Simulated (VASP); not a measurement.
An input for Ansatz (written as the equivalent of a VASP run, and not itself run):

Ansatz 0.2 input:
```yaml
crystal:
  lattice:
    - [0.0000000, 3.1698200, 3.1698200]
    - [3.1698200, 0.0000000, 3.1698200]
    - [3.1698200, 3.1698200, 0.0000000]
  atoms:
    - { symbol: Mg, position: [0.2500000, 0.2500000, 0.2500000] }
    - { symbol: Mg, position: [0.7500000, 0.7500000, 0.7500000] }
    - { symbol: Si, position: [0.0000000, 0.0000000, 0.0000000] }
kpoints:
  mp_grid: { grid: [4, 4, 4] }
hamiltonian:
  xc: pbe
  pseudopotentials: { kind: paw }
scf:
  occupations: { method: gaussian, width: 0.01 }
  max_iter: 100
output: { forces: true, stress: true, eigenvalues: true }
```

Problem. Translate this input to VASP (INCAR, KPOINTS, POSCAR, choice of POTCAR).

Solution. This is not unique; one that fits is 
INCAR:
```
SYSTEM  =  Mg2Si
PREC  =  Normal; ENCUT  =  500; LREAL  =  .FALSE.
LASPH  =  .TRUE.
EDIFF  =  1E-8; NELM  =  100; ALGO  =  Normal
ISMEAR  =  0; SIGMA  =  0.01
GGA  =  PE
LWAVE  =  .TRUE.; LCHARG  =  .FALSE.
```

**KPOINTS**
```
Automatic
0
Gamma
  4 4 4
```

**POSCAR**
```
Mg2Si
1
    0.0000000000     3.1698200000     3.1698200000
    3.1698200000     0.0000000000     3.1698200000
    3.1698200000     3.1698200000     0.0000000000
Mg Si
2 1
Direct
  0.2500000000   0.2500000000   0.2500000000
  0.7500000000   0.7500000000   0.7500000000
  0.0000000000   0.0000000000   0.0000000000
```

POTCAR, in this order: Mg_sv_GW Si_GW (PBE.64 set). Program: vasp_std.

What does not carry over: each code has its own PAW files, so the cut-off isn't converted (ENCUT is set for VASP's; basis.ecutwfc is left out, and Ansatz then takes the one that its files recommend); Ansatz stops its SCF on the density residual and VASP on the energy change (EDIFF).

The structure comes from a computed database's Mg2Si entry (Fm-3m); how it stands against other phases isn't given here. The cell was not relaxed at this level. The k-mesh is coarse (spacing up to 0.43 per Å, 2π included), so the numbers may not be converged in it.
